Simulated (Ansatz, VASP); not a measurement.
## CdCuCl3 in two plane-wave programs

One calculation is typed for both programs; each brings its own data sets and cutoff. How far apart do they land? The cell is invented: As first built, before any earlier steps moved the atoms (in the runner's words): it takes the CsCdCl3 structure with some of its atoms replaced by other elements, volume scaled by an estimate. It may not be a known or stable phase. The cell is taken from a series of VASP runs on this material, whose earlier steps may have relaxed, scaled or displaced it; both programs get it as it stands.

Calculated with Ansatz 0.2.0; plane waves, with VASP 6.6.1 beside it; single point at r2SCAN, band structure at r2SCAN and band structure at r2SCAN, spin-orbit coupling.

### Step 1. Starting point

It takes space group Pm-3m (No. 221, cubic). Conventional cell: a = 5.093 Å, b = 5.093 Å, c = 5.093 Å, α = 90.00°, β = 90.00°, γ = 90.00°. Cd has 6 Cl at 2.55 Å nearest. Cu has 12 Cl at 3.60 Å nearest. Nearest to Cl lie 2 Cd at 2.55 Å. As first built, before any earlier steps moved the atoms (in the runner's words): sites of the CsCdCl3 structure (space group 221) filled with other elements, volume scaled by an estimate. Farther neighbours and most contacts between anions are not listed.

As a file:

```cif
data_structure
_symmetry_space_group_name_H-M 'P 1'
_symmetry_Int_Tables_number 1
_cell_length_a 5.0933
_cell_length_b 5.0933
_cell_length_c 5.0933
_cell_angle_alpha 90.000
_cell_angle_beta 90.000
_cell_angle_gamma 90.000
_cell_volume 132.13
loop_
_atom_site_label
_atom_site_type_symbol
_atom_site_fract_x
_atom_site_fract_y
_atom_site_fract_z
_atom_site_occupancy
Cd1 Cd 0.50000 0.50000 0.50000 1
Cu2 Cu 0.00000 0.00000 0.00000 1
Cl3 Cl 0.00000 0.50000 0.50000 1
Cl4 Cl 0.50000 0.00000 0.50000 1
Cl5 Cl 0.50000 0.50000 0.00000 1
```

### Step 2. VASP: single point, r2SCAN

A single point gives forces, pressure and levels at one fixed geometry, so differences don't come from the geometry; what else differs is listed under the comparison.

Lines of VASP's logs that name or quote its potential files are left out, and so is its time.

Input file INCAR:

```
SYSTEM = CdCuCl3
PREC = Accurate
ENCUT = 400
EDIFF = 1E-06
NELM = 100
ISMEAR = 0
SIGMA = 0.05
LREAL = .FALSE.
ALGO = Normal
METAGGA = R2SCAN
LASPH = .TRUE.
NBANDS = 28
LORBIT = 11
LWAVE = .FALSE.
LCHARG = .TRUE.
ISIF = 2
LELF = .TRUE.
LVHAR = .TRUE.
```

Input file POSCAR:

```
CdCuCl3
1.0
    5.0933261940      0.0000000000      0.0000000000
    0.0000000000      5.0933261940      0.0000000000
    0.0000000000      0.0000000000      5.0933261940
Cd Cu Cl
1 1 3
Direct
    0.5000000000      0.5000000000      0.5000000000
    0.0000000000      0.0000000000      0.0000000000
    0.0000000000      0.5000000000      0.5000000000
    0.5000000000      0.0000000000      0.5000000000
    0.5000000000      0.5000000000      0.0000000000
```

Input file KPOINTS:

```
Automatic mesh
0
Gamma
5 5 5
0 0 0
```

Potentials, in the order of the species: Cd, Cu and Cl (PBE family, release 64).

The run is started by

```
mpirun -np 2 vasp_std
```

Numbers of over 12 decimals in the logs are rounded to 6 here.

Output:

```text
[banner, memory and clock lines left out]
running    2 mpi-ranks, on    1 nodes
 distrk:  each k-point on    2 cores,    1 groups
 distr:  one band on    1 cores,    2 groups

 POSCAR found type information on POSCAR CdCuCl
 POSCAR found :  3 types and       5 ions
|                                                                             |
|               ----> ADVICE to this user running VASP <----                  |
|                                                                             |
|     You enforced a specific xc type in the INCAR file but a different       |
|     [... a line on the potential file left out ...]
|     I HOPE YOU KNOW WHAT YOU ARE DOING!                                     |
|                                                                             |

 LDA part: xc-table for (None), standard interpolation
 POSCAR, INCAR and KPOINTS ok, starting setup
 FFT: planning ... GRIDC
 FFT: planning ... GRID_SOFT
 FFT: planning ... GRID
 WAVECAR not read
 entering main loop
       N       E                     dE             d eps       ncg     rms          rms(c)
DAV:   1     0.324798761094E+03    0.32480E+03   -0.17446E+04   560   0.130E+03
DAV:   2    -0.152401764577E+02   -0.34004E+03   -0.32537E+03   612   0.341E+02
DAV:   3    -0.609440621653E+02   -0.45704E+02   -0.44721E+02   748   0.129E+02
DAV:   4    -0.627930931462E+02   -0.18490E+01   -0.18431E+01   660   0.248E+01
DAV:   5    -0.628679434397E+02   -0.74850E-01   -0.74829E-01   812   0.539E+00    0.102E+01
DAV:   6    -0.516199708557E+02    0.11248E+02   -0.10266E+01   624   0.395E+01    0.113E+01
DAV:   7    -0.512828829195E+02    0.33709E+00   -0.15721E+00   704   0.143E+01    0.761E+00
DAV:   8    -0.512887985682E+02   -0.59156E-02   -0.30905E-01   652   0.558E+00    0.175E+00
DAV:   9    -0.512957424766E+02   -0.69439E-02   -0.23699E-02   720   0.140E+00    0.314E-01
DAV:  10    -0.512967667925E+02   -0.10243E-02   -0.73113E-03   756   0.691E-01    0.130E-01
DAV:  11    -0.512970231098E+02   -0.25632E-03   -0.33265E-04   808   0.224E-01    0.731E-02
DAV:  12    -0.512971412048E+02   -0.11810E-03   -0.34204E-04   612   0.191E-01    0.251E-02
DAV:  13    -0.512971369982E+02    0.42066E-05   -0.35787E-05   744   0.707E-02    0.534E-03
DAV:  14    -0.512971378895E+02   -0.89132E-06   -0.22667E-06   472   0.122E-02
   1 F= -.51297138E+02 E0= -.51297138E+02  d E =-.121393E-17
```

From OUTCAR (step 2):

```text
ion  position               nearest neighbor table
   1  0.500  0.500  0.500-   3 2.55   4 2.55   5 2.55   5 2.55   4 2.55   3 2.55
   2  0.000  0.000  0.000-
   3  0.000  0.500  0.500-   1 2.55   1 2.55
   4  0.500  0.000  0.500-   1 2.55   1 2.55
   5  0.500  0.500  0.000-   1 2.55   1 2.55

  LATTYP: Found a simple cubic cell.
 ALAT       =     5.0933261940

 Subroutine GETGRP returns: Found 48 space group operations
 (whereof 48 operations were pure point group operations)

The static configuration has the point symmetry O_h .

 Found     10 irreducible k-points:

   k-points           NKPTS =     10   k-points in BZ     NKDIM =     10   number of bands    NBANDS=     28

   dimension x,y,z NGX =    36 NGY =   36 NGZ =   36
   dimension x,y,z NGXF=    72 NGYF=   72 NGZF=   72

   ENCUT  =  400.0 eV  29.40 Ry    5.42 a.u.   8.31  8.31  8.31*2*pi/ulx,y,z

   NELECT =      44.0000    total number of electrons

 k-points in reciprocal lattice and weights: Automatic mesh
   0.00000000  0.00000000  0.00000000       0.008
   0.20000000  0.00000000  0.00000000       0.048
   0.40000000  0.00000000  0.00000000       0.048
   0.20000000  0.20000000  0.00000000       0.096
   0.40000000  0.20000000  0.00000000       0.192
   0.40000000  0.40000000  0.00000000       0.096
   0.20000000  0.20000000  0.20000000       0.064
   0.40000000  0.20000000  0.20000000       0.192
   0.40000000  0.40000000  0.20000000       0.192
   0.40000000  0.40000000  0.40000000       0.064

 average (electrostatic) potential at core
       1 -45.4142       2 -74.2086       3 -97.2535       4 -97.2535       5 -97.2535

 E-fermi :   0.2144

 k-point     1 :       0.0000    0.0000    0.0000
  band No.  band energies     occupation
    ...
     18      -0.2143      2.00000
     19      -0.2143      2.00000
     20      -0.1952      2.00000
     21      -0.1952      2.00000
     22      -0.1952      2.00000
     23       1.0494      0.00000
     24       2.3416      0.00000
     25       8.2179      0.00000
     26       8.2179      0.00000
     27       8.3068      0.00000
    ...

 k-point     2 :       0.2000    0.0000    0.0000
  band No.  band energies     occupation
    ...
     18      -0.2035      2.00000
     19      -0.1949      2.00000
     20      -0.1696      2.00000
     21      -0.1557      2.00000
     22      -0.1557      2.00000
     23       1.4621      0.00000
     24       3.0953      0.00000
     25       6.7869      0.00000
     26       7.7297      0.00000
     27       7.7297      0.00000
    ...

 k-point     3 :       0.4000    0.0000    0.0000
  band No.  band energies     occupation
    ...
     18      -0.1938      2.00000
     19      -0.1863      2.00000
     20      -0.1097      2.00000
     21      -0.0937      2.00000
     22      -0.0937      2.00000
     23       2.1760      0.00000
     24       4.6797      0.00000
     25       5.5296      0.00000
     26       7.2761      0.00000
     27       7.2761      0.00000
    ...

  Total       -0.0164521     -0.0164521     -0.0164521      0.0000000      0.0000000      0.0000000
  in kB       -0.1994929     -0.1994929     -0.1994929      0.0000000      0.0000000      0.0000000
  external PRESSURE =      -0.1994929 kB  Pullay stress =       0.0000000 kB

  energy-cutoff  :      400.00
  volume of cell :      132.13
      direct lattice vectors                 reciprocal lattice vectors
     5.093326194  0.000000000  0.000000000     0.196335354  0.000000000  0.000000000
     0.000000000  5.093326194  0.000000000     0.000000000  0.196335354  0.000000000
     0.000000000  0.000000000  5.093326194     0.000000000  0.000000000  0.196335354

 POSITION                                       TOTAL-FORCE (eV/Angst)
 -----------------------------------------------------------------------------------
      2.54666      2.54666      2.54666         0.000000      0.000000      0.000000
      0.00000      0.00000      0.00000         0.000000      0.000000      0.000000
      0.00000      2.54666      2.54666         0.000000      0.000000      0.000000
      2.54666      0.00000      2.54666         0.000000      0.000000      0.000000
      2.54666      2.54666      0.00000         0.000000      0.000000      0.000000
 -----------------------------------------------------------------------------------
    total drift:                                0.000000      0.000000      0.000000

  FREE ENERGIE OF THE ION-ELECTRON SYSTEM (eV)
  ---------------------------------------------------
  free  energy   TOTEN  =       -51.2971378895 eV

  energy  without entropy=      -51.2971378895  energy(sigma->0) =      -51.29713789

 total charge
# of ion       s       p       d       tot
------------------------------------------
    1        0.312   0.263   9.651  10.226
    2        0.057   0.018   9.528   9.604
    3        1.606   3.560   0.000   5.166
    4        1.606   3.560   0.000   5.166
    5        1.606   3.560   0.000   5.166
--------------------------------------------------
tot          5.188  10.963  19.179  35.329

[... 3 further parts left out ...]
```

This run has no spin polarisation, so a moment on Cu, if there is one, isn't seen.

### Step 3. Ansatz: single point, r2SCAN

Ansatz runs on its default PAW (the set named soft_2) files.

The same cell, functional, mesh and smearing now go to Ansatz, which takes its cutoff from its data sets.

Input file input.yaml:

```yaml
crystal:
  lattice:
    - [5.093326194, 0.0, 0.0]
    - [0.0, 5.093326194, 0.0]
    - [0.0, 0.0, 5.093326194]
  atoms:
    - { symbol: Cd, position: [0.5, 0.5, 0.5] }
    - { symbol: Cu, position: [0.0, 0.0, 0.0] }
    - { symbol: Cl, position: [0.0, 0.5, 0.5] }
    - { symbol: Cl, position: [0.5, 0.0, 0.5] }
    - { symbol: Cl, position: [0.5, 0.5, 0.0] }
hamiltonian:
  xc: r2scan
  pseudopotentials: { kind: paw }
kpoints:
  mp_grid: { grid: [5, 5, 5] }
scf:
  occupations: { method: gaussian, width: 0.05 }
  n_extra_bands: 5
output:
  forces: true
  stress: true
  eigenvalues: true
  write_density: true
  write_potential: true
  elf: true
  volumetric_format: npy
```

The run is started by

```
ansatz run input.yaml --threads 2 --pin off --max-ram 4608MiB --backend cpu --events-out ev --progress --plain --runs-dir out
```

Output:

```text
scf.n_extra_bands = 5 over 30 filled bands (N_el = 60.0): the run solves 35 bands
Engine: ansatz 0.2.0, aarch64-unknown-linux-gnu
Pseudopotentials: kind: paw
Pseudopotential: Cd, paw, valence charge 20, recommended cutoff 500 eV (meta_gga), Cd.paw.azcp
Pseudopotential: Cu, paw, valence charge 19, recommended cutoff 500 eV (meta_gga), Cu.paw.azcp
Pseudopotential: Cl, paw, valence charge 7, recommended cutoff 500 eV (meta_gga), Cl.paw.azcp
Functional definition: r2SCAN
  parameter k0 = 0.174
  parameter k1 = 0.065
  parameter a1 = 4.9479
  exchange = r2scan_x(k0 = k0, k1 = k1, a1 = a1)
  correlation = r2scan_c
Crystal: 5 atoms, lattice volume = 132.131 Å³
Basis set: ecut = 500 eV, 3407 PW (Γ), exchange–correlation on 160×160×160 points (64 copies of the dense FFT grid, shifted against one another)
Bands: 35, of which v1, the nominal top of the filled ones, is band 30 counted from 1 (29 counted from 0)
Symmetry: 48 space group operations
Space group: Pm-3m (ITA 221), of the structure as read, at distance tolerance 5.1e-5 Å
k-points: 10 of 125
Non-local potential: Cd, projectors of the file, l = 0: 3, l = 1: 2, l = 2: 2, l = 3: 1
Non-local potential: Cu, projectors of the file, l = 0: 3, l = 1: 2, l = 2: 3, l = 3: 1
Non-local potential: Cl, projectors of the file, l = 0: 2, l = 1: 2, l = 2: 2
PAW form: soft (Blöchl's): semilocal exchange-correlation on the pseudo side does not see the compensation charge
PAW frozen core: Cd, regenerated for the run's functional (the file was generated under x = pbe(κ = 0.804, μ = 0.219515), c = pbe(β = 0.066725))
PAW frozen core: Cu, regenerated for the run's functional (the file was generated under x = pbe(κ = 0.804, μ = 0.219515), c = pbe(β = 0.066725))
PAW frozen core: Cl, regenerated for the run's functional (the file was generated under x = pbe(κ = 0.804, μ = 0.219515), c = pbe(β = 0.066725))
PAW one-centre angular grid: Cd, 590 points (default); XC on 160 Gauss nodes
PAW one-centre angular grid: Cu, 590 points (default); XC on 160 Gauss nodes
PAW one-centre angular grid: Cl, 302 points (default); XC on 160 Gauss nodes
Initial density: superposition of atomic densities (neutral atoms: chi_scale 0, normalization atom), corrected by the library's trained network
Initial wavefunctions: pseudopotential atomic-orbital guess
Functional: x = r2scan, c = r2scan; τ floored in thin density (d = 2e-4 eV/Å³)
SCF iter   1: F=—  HF=-18152.356326 eV  |F-HF|=—  |Δ(HF+E_count)|=         —  Δρ=1.47e-2  dr2=1.56e-1  dr2_τ=2.22e-2  ethr=1.77e-3  ⟨swp⟩=6.7  Hψ=1449  notcnv=0
preconditioner: auto → Resta (q_TF=auto, 2.392 Å⁻¹)  ε∞=5.4  [insulator: Δε(μ)=1.555 eV  Ē_g=10.168 eV  σ=0.050 eV  W_gap=1.00  n_scr=26 (ndim 8)  ℏωp=21.4 eV  f_vac=0.088  D(μ)=0.00/eV (n_scr^D=0)  ε∞_Penn≈5.4]
SCF iter   2: F=—  HF=-18152.358785 eV  |F-HF|=—  |Δ(HF+E_count)|=   2.46e-3  Δρ=4.37e-3  dr2=1.19e-2  dr2_τ=2.53e-3  ethr=2.61e-4  ⟨swp⟩=3.0  Hψ=790  notcnv=0  defer=10
SCF iter   3: F=—  HF=-18152.350591 eV  |F-HF|=—  |Δ(HF+E_count)|=   8.19e-3  Δρ=3.83e-3  dr2=1.18e-2  dr2_τ=3.56e-4  ethr=1.99e-5  ⟨swp⟩=2.0  Hψ=680  notcnv=0  defer=10
SCF iter   4: F=—  HF=-18152.349326 eV  |F-HF|=—  |Δ(HF+E_count)|=   1.26e-3  Δρ=1.31e-3  dr2=1.64e-3  dr2_τ=8.24e-5  ethr=1.97e-5  ⟨swp⟩=2.0  Hψ=478  notcnv=0  defer=10
SCF iter   5: F=—  HF=-18152.349284 eV  |F-HF|=—  |Δ(HF+E_count)|=   4.22e-5  Δρ=3.22e-4  dr2=1.36e-4  dr2_τ=8.24e-6  ethr=2.73e-6  ⟨swp⟩=2.0  Hψ=390  notcnv=0  defer=10
SCF iter   6: F=—  HF=-18152.349285 eV  |F-HF|=—  |Δ(HF+E_count)|=   1.16e-6  Δρ=9.19e-5  dr2=1.02e-5  dr2_τ=2.45e-7  ethr=2.27e-7  ⟨swp⟩=2.8  Hψ=569  notcnv=0  defer=10
SCF iter   7: F=—  HF=-18152.349298 eV  |F-HF|=—  |Δ(HF+E_count)|=   1.30e-5  Δρ=1.89e-5  dr2=6.21e-7  dr2_τ=3.13e-8  ethr=1.70e-8  ⟨swp⟩=2.0  Hψ=409  notcnv=0  defer=10
SCF iter   8: F=-18152.349298 eV  HF=-18152.349298 eV  |F-HF|=7.13e-10  |Δ(HF+E_count)|=   6.65e-8  Δρ=6.65e-6  dr2=5.35e-8  dr2_τ=4.11e-9  ethr=1.67e-10  ⟨swp⟩=13.5  Hψ=2469  notcnv=0
SCF 1 converged in 8 iterations: F = -18152.349298 eV  dr2 = 5.35e-8
  greatest PAW one-centre occupation: 1.002 electrons in one spin orbital (limit 2), on the Cd atom at site 0 (counted from 0), in its partial waves of l = 1
SCF converged after 8 iterations
Free energy (F): -18152.349298 eV
Harris-Foulkes:  -18152.349298 eV  (|F-HF|=7.13e-10)
Internal energy: -18152.349298 eV  (E = F + TS)
E sigma→0 (E₀):  -18152.349298 eV
Fermi energy:    3.894214 eV
--- Per-component energies (eV) ---
  E_band       = -1229.064914
  E_kinetic    = 1287.754885
  E_local      = -10948.822282  (includes V_loc(G=0)·N_el)
  E_nonlocal   = 552.637291
  E_hartree    = 4848.020695
  E_xc         = -556.698321
  E_vxc        = -762.058018  (∫ρ·V_xc dr)
  E_paw        = -7817.564939  (= ΣΔE_a)
  E_vpaw       = -1100.546304  (= ΣTr[D̂ρ^β])
  E_aug_tail   = 0.000265  (compensation charges beyond the density's cutoff)
  E_vtau       = 45.922084  (kinetic-family band-sum trace: ∫τ·v_τ [+ j·A + Jᵃ·Aᵃ] dr)
  E_ewald      = -5516.401793
  E_core_change = -1.275099  (= ΣΔE_core)
  E_smearing   = -0.000000  (= −TS)
  E_closure    = -0.000000  (closes the sum)
  Σ components = -18152.349298   (vs F -18152.349298, Δ=0.00e0)
--- Forces (eV/Å), atoms counted from 1 ---
  atom   1  Cd     0.00000000    -0.00000000    -0.00000000
  atom   2  Cu    -0.00000000     0.00000000     0.00000000
  atom   3  Cl     0.00000000    -0.00000000     0.00000000
  atom   4  Cl     0.00000000    -0.00000000     0.00000000
  atom   5  Cl     0.00000000    -0.00000000     0.00000000
  max |Σ_I F_I| component: 5.88e-29 eV/Å
--- Stress (GPa, compression-positive) ---
        0.118950       0.000000       0.000000
       -0.000000       0.118950       0.000000
       -0.000000       0.000000       0.118950
  P = ⅓ Tr σ = 0.1190 GPa (1.190 kbar)
--- Band table (eV; the first three rows and the last of 10) ---
  k-point 0: bands = [... 26 lower, 3.1636, 3.1817, 3.1817, 3.1817, 4.4923, 5.7697, 11.6561, 11.6561, ... 1 higher]
  k-point 1: bands = [... 26 lower, 3.1822, 3.2088, 3.2216, 3.2216, 4.9043, 6.5180, 10.2068, 11.1524, ... 1 higher]
  k-point 2: bands = [... 26 lower, 3.1912, 3.2685, 3.2836, 3.2836, 5.6206, 8.0975, 8.9496, 10.6966, ... 1 higher]
  k-point 9: bands = [... 26 lower, 3.1980, 3.1980, 3.2381, 3.2381, 5.0771, 9.7843, 10.5431, 10.6284, ... 1 higher]
```

It took 4.8 s on 2 threads of Arm Neoverse V2, shared host; peak memory 0.67 GiB.

The run ends at a pressure of 0.12 GPa.

### Step 4. Comparison

Known differences besides the potentials themselves: VASP keeps PBE cores, Ansatz makes them for the functional; the data sets hold 60 valence electrons in Ansatz (default PAW (the set named soft_2) files) and 44 in VASP; the cutoff is 500 eV in Ansatz and 400 eV in VASP. Total energies have different zeros and are not compared.

Compared:

```csv
quantity,Ansatz,VASP,difference
pressure (GPa),0.12,-0.02,+0.14
gap on the k mesh (eV),1.202,1.137,+0.065
```

A gap on the mesh is an upper bound, since the band edges may lie between its points. Ansatz's pressure holds a Pulay correction of 0.04 GPa; VASP's holds none.

(Part 1 of 2 ends here.)

[Lines on the potential files, build, host, timing and source positions are cut from VASP's logs without a mark.]

[Logs are printed without paths, hosts, clocks, repeated set-up lines and the standing remarks that a program may print on its own settings, such as how far it seeks lower states.]

[Hosts, paths, dates, database ids (printed as entryN), source tags and the programs' standing remarks are cut or masked in the printed files.]
